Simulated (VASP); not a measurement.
OSZICAR of a VASP run on Lu (atoms displaced from the space group 194 structure):

**OSZICAR**
```
       N       E                     dE             d eps       ncg     rms          rms(c)
DAV:   1     0.129573031611E+03    0.12957E+03   -0.13762E+04 18900   0.152E+03
DAV:   2    -0.490119405734E+01   -0.13447E+03   -0.13167E+03 17968   0.965E+02
DAV:   3    -0.172409865508E+02   -0.12340E+02   -0.11610E+02 16768   0.175E+02
DAV:   4    -0.191229747994E+02   -0.18820E+01   -0.17973E+01 17936   0.395E+01
DAV:   5    -0.194026365432E+02   -0.27966E+00   -0.26669E+00 17688   0.817E+00    0.348E+01
DAV:   6    -0.194107718917E+02   -0.81353E-02   -0.69214E-01 17784   0.648E+00    0.205E+01
DAV:   7    -0.195082648960E+02   -0.97493E-01   -0.11479E+00 16664   0.101E+01    0.415E+00
DAV:   8    -0.194297693762E+02    0.78496E-01   -0.69762E-01 17920   0.609E+00    0.541E-01
DAV:   9    -0.194328634021E+02   -0.30940E-02   -0.38984E-02 17280   0.174E+00    0.271E-01
DAV:  10    -0.194330457838E+02   -0.18238E-03   -0.63017E-03 16928   0.760E-01    0.216E-01
DAV:  11    -0.194330512715E+02   -0.54877E-05   -0.25908E-03 18248   0.423E-01    0.127E-01
DAV:  12    -0.194330362914E+02    0.14980E-04   -0.76860E-04 18928   0.260E-01    0.309E-02
DAV:  13    -0.194330529467E+02   -0.16655E-04   -0.20208E-04 15768   0.818E-02    0.111E-02
DAV:  14    -0.194330570272E+02   -0.40805E-05   -0.50700E-05  9456   0.703E-02    0.608E-03
DAV:  15    -0.194330592573E+02   -0.22300E-05   -0.24745E-05  8736   0.262E-02    0.329E-03
DAV:  16    -0.194330606847E+02   -0.14274E-05   -0.14403E-05  8684   0.389E-02    0.166E-03
DAV:  17    -0.194330616106E+02   -0.92595E-06   -0.94358E-06  8612   0.187E-02
   1 F= -.19433062E+02 E0= -.19326225E+02  d E =-.213672E+00
```

Question: Which electronic solver shows in the log?

Answer: It is blocked Davidson (ALGO = Normal, or the opening steps of other solvers). The INCAR had ALGO = Normal.

Question: Can the final energy be trusted as converged?

Answer: The calculation finished and met its thresholds. It stopped with EDIFF = 1E-6, NELM = 100 (PBEsol GGA, plane waves, VASP's PBE PAW potentials (set 64)).

The structure was generated: Lu was put into an ordered model structure, which need not be its known phase. The cell was not relaxed at this level, atoms are displaced from their ideal sites. The run is one of a series of settings (NEDOS = 601, KPOINTS 12×12×3 Γ-centred mesh against the base run), some of them coarse on purpose. VASP warned that the highest band is occupied, so more bands are needed.
